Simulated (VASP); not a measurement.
Crystal: Sn5Ge3Te8.

```
CELL_PARAMETERS angstrom
-6.19120 6.19120 0.00000
-6.19120 0.00000 6.19120
0.00000 6.19120 6.19120
ATOMIC_POSITIONS crystal
Ge 0.00000 0.00000 0.00000
Ge 0.50000 0.00000 0.00000
Ge 0.00000 0.50000 0.00000
Sn 0.00000 0.00000 0.50000
Sn 0.50000 0.50000 0.00000
Sn 0.50000 0.00000 0.50000
Sn 0.00000 0.50000 0.50000
Sn 0.50000 0.50000 0.50000
Te 0.75000 0.75000 0.75000
Te 0.25000 0.75000 0.75000
Te 0.75000 0.25000 0.75000
Te 0.75000 0.75000 0.25000
Te 0.25000 0.25000 0.75000
Te 0.25000 0.75000 0.25000
Te 0.75000 0.25000 0.25000
Te 0.25000 0.25000 0.25000
```

The cell was built by a generator and needn't be a form met in nature.

- Program: VASP 6.6.1
- Task: relaxation of cell and atoms
- Functional: PBE
- Potentials or basis: VASP PAW PBE potentials, release 64 (Ge_d, Sn_d, Te)
- Cutoff: 600 eV
- k mesh: 6 × 6 × 5
- Occupations: gaussian, width 0.03 eV
- Spin: no spin polarisation

At the start: pressure 1.9 GPa; volume 29.66 Å³/atom.

**Question.** How do energy, volume and symmetry change on relaxing?

**Answer.** Over 8 steps the energy falls by 22.1 meV/atom and the volume is 30.71 Å³/atom (+3.5 %); space group R-3m (No. 166, to 0.05 Å).

Step by step:
| step | energy change (eV) | largest force (eV/Å) | pressure (GPa) | volume (Å³) |
| --- | --- | --- | --- | --- |
| 1 | 0.0000 | 0.7039 | 1.86 | 474.63 |
| 2 | -0.2093 | 0.4507 | -0.51 | 498.63 |
| 3 | -0.2096 | 0.4435 | -0.58 | 499.41 |
| 4 | -0.2836 | 0.3140 | -0.38 | 496.38 |
| 5 | -0.3519 | 0.0132 | 0.18 | 489.21 |
| 6 | -0.3523 | 0.0152 | 0.13 | 489.74 |
| 7 | -0.3531 | 0.0075 | -0.07 | 492.05 |
| 8 | -0.3532 | 0.0024 | -0.01 | 491.40 |

Final structure:
```
Ge Sn Te
1.0
    -6.26211    6.26211    0.00000
    -6.26211    0.00000    6.26211
     0.00237    6.26448    6.26448
Ge Sn Te
3 5 8
Direct
  0.00000 0.00000 0.00000
  0.50000 0.00000 0.00000
  0.00000 0.50000 0.00000
  0.00000 0.00000 0.50000
  0.50000 0.50000 0.00000
  0.50000 0.00000 0.50000
  0.00000 0.50000 0.50000
  0.50000 0.50000 0.50000
  0.75000 0.75000 0.76194
  0.23805 0.75000 0.76194
  0.75000 0.23805 0.76194
  0.75598 0.75598 0.23207
  0.24402 0.24402 0.76793
  0.25000 0.76195 0.23806
  0.76195 0.25000 0.23806
  0.25000 0.25000 0.23806
```
